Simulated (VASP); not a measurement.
Output of a VASP run:

OSZICAR:
```
       N       E                     dE             d eps       ncg     rms          rms(c)
DAV:   1     0.940819060377E+02    0.94082E+02   -0.66835E+03   520   0.115E+03
DAV:   2     0.435326800531E+00   -0.93647E+02   -0.87379E+02   535   0.238E+02
DAV:   3    -0.553539998308E+01   -0.59707E+01   -0.59023E+01   688   0.688E+01
DAV:   4    -0.573243410054E+01   -0.19703E+00   -0.19693E+00   668   0.119E+01
DAV:   5    -0.573764987408E+01   -0.52158E-02   -0.52157E-02   703   0.191E+00    0.481E+00
DAV:   6    -0.566801418469E+01    0.69636E-01   -0.30430E+00   564   0.481E+01    0.313E+00
DAV:   7    -0.554950431667E+01    0.11851E+00   -0.67830E-01   565   0.284E+01    0.157E+00
DAV:   8    -0.555231748536E+01   -0.28132E-02   -0.42859E-02   751   0.337E+00    0.443E-01
DAV:   9    -0.554983741707E+01    0.24801E-02   -0.12364E-02   654   0.339E+00    0.143E-01
DAV:  10    -0.555001997791E+01   -0.18256E-03   -0.70543E-04   605   0.206E-01    0.413E-02
DAV:  11    -0.555002943268E+01   -0.94548E-05   -0.26960E-04   655   0.481E-01    0.347E-02
DAV:  12    -0.555002743823E+01    0.19944E-05   -0.18075E-05   800   0.762E-02    0.269E-02
DAV:  13    -0.555002490462E+01    0.25336E-05   -0.90277E-06   750   0.911E-02    0.859E-03
DAV:  14    -0.555002577772E+01   -0.87310E-06   -0.49995E-06   752   0.471E-02
   1 F= -.55500258E+01 E0= -.55500258E+01  d E =-.420469E-17
```

File OUTCAR:
```
------------------------ aborting loop because EDIFF is reached ----------------------------------------
  FORCE on cell =-STRESS in cart. coord.  units (eV):
  Direction    XX          YY          ZZ          XY          YZ          ZX
  --------------------------------------------------------------------------------------
  Total       -0.6479700     -0.6479700     -0.6479700     -0.0000000     -0.0000000      0.0000000
  in kB      -17.6709064    -17.6709064    -17.6709064     -0.0000000     -0.0000000      0.0000000
  external PRESSURE =     -17.6709064 kB  Pullay stress =       0.0000000 kB
  volume of cell :       58.75
      direct lattice vectors                 reciprocal lattice vectors
     0.000000000  3.085500000  3.085500000    -0.162048290  0.162048290  0.162048290
     3.085500000  0.000000000  3.085500000     0.162048290 -0.162048290  0.162048290
     3.085500000  3.085500000  0.000000000     0.162048290  0.162048290 -0.162048290
  FREE ENERGIE OF THE ION-ELECTRON SYSTEM (eV)
  ---------------------------------------------------
  free  energy   TOTEN  =        -5.5500257777 eV

  energy  without entropy=       -5.5500257777  energy(sigma->0) =       -5.55002578
```
(Selected blocks of OUTCAR.)

**POSCAR**
```
CuI
1
    0.0000000000     3.0855000000     3.0855000000
    3.0855000000     0.0000000000     3.0855000000
    3.0855000000     3.0855000000     0.0000000000
Cu I
1 1
Direct
  0.0000000000   0.0000000000   0.0000000000
  0.2500000000   0.2500000000   0.2500000000
```

Task: Write an INCAR and KPOINTS that could have produced this output.

Result: One answer among several that fit: the input of the run itself, PBE GGA, plane waves, VASP's PBE PAW potentials (set 64).

INCAR:
```
LMAXMIX=4
NELM=100
EDIFF=1E-6
PREC=Accurate
ISIF=2   # forces and stress, cell fixed
SYSTEM=CuI
SIGMA=0.05   # width (eV)
ALGO=Normal
ENCUT=400
LCHARG=.False.
LREAL=.False.   # projection in real space or not
ISMEAR=0
LASPH=.True.   # aspherical one-centre terms
GGA=PE
LWAVE=.False.
```

File KPOINTS:
```
Automatic mesh
0
gamma
7 7 7
```

POTCAR, in this order: Cu I (PBE.64 set). Program: vasp_std.

The compound is CuI in the zinc blende structure. The cell was not relaxed at this level.
